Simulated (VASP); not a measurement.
OSZICAR of a VASP run on InAs (zinc blende):

### OSZICAR
```
       N       E                     dE             d eps       ncg     rms          rms(c)
DAV:   1     0.108929687957E+03    0.10893E+03   -0.80201E+03   910   0.139E+03
DAV:   2    -0.676085709542E-01   -0.10900E+03   -0.10646E+03   950   0.310E+02
DAV:   3    -0.775315582873E+01   -0.76855E+01   -0.76421E+01  1190   0.873E+01
DAV:   4    -0.796379950301E+01   -0.21064E+00   -0.21048E+00  1030   0.167E+01
DAV:   5    -0.797272587677E+01   -0.89264E-02   -0.89260E-02  1310   0.298E+00    0.405E+00
DAV:   6    -0.773501484851E+01    0.23771E+00   -0.44257E-01  1356   0.117E+01    0.226E+00
DAV:   7    -0.771629162311E+01    0.18723E-01   -0.12799E-01  1273   0.327E+00    0.690E-01
DAV:   8    -0.771747366768E+01   -0.11820E-02   -0.12128E-02  1075   0.158E+00    0.168E-01
DAV:   9    -0.771813757445E+01   -0.66391E-03   -0.12400E-03  1120   0.452E-01    0.103E-01
DAV:  10    -0.771825829202E+01   -0.12072E-03   -0.17094E-04  1199   0.163E-01    0.673E-02
DAV:  11    -0.771830510159E+01   -0.46810E-04   -0.15873E-04   990   0.132E-01    0.521E-02
DAV:  12    -0.771830674545E+01   -0.16439E-05   -0.11024E-05   970   0.274E-02    0.145E-02
DAV:  13    -0.771830701813E+01   -0.27268E-06   -0.21912E-06  1092   0.929E-03
   1 F= -.77183070E+01 E0= -.77184160E+01  d E =-.771831E+01
```

Q: Which electronic solver shows in the log?

A: It is blocked Davidson (ALGO = Normal, or the opening steps of other solvers). The INCAR had ALGO = Normal.

Q: Can the final energy be trusted as converged?

A: The run converged. It stopped with EDIFF = 1E-6, NELM = 100, NSW = 60 and EDIFFG = -0.01 after 1 ionic step (PBE GGA, plane waves, VASP's PBE PAW potentials (set 64)).

The compound is InAs in the zinc blende structure. It was relaxed first, which changed the volume by +7 %. The start is the result of an earlier pass.
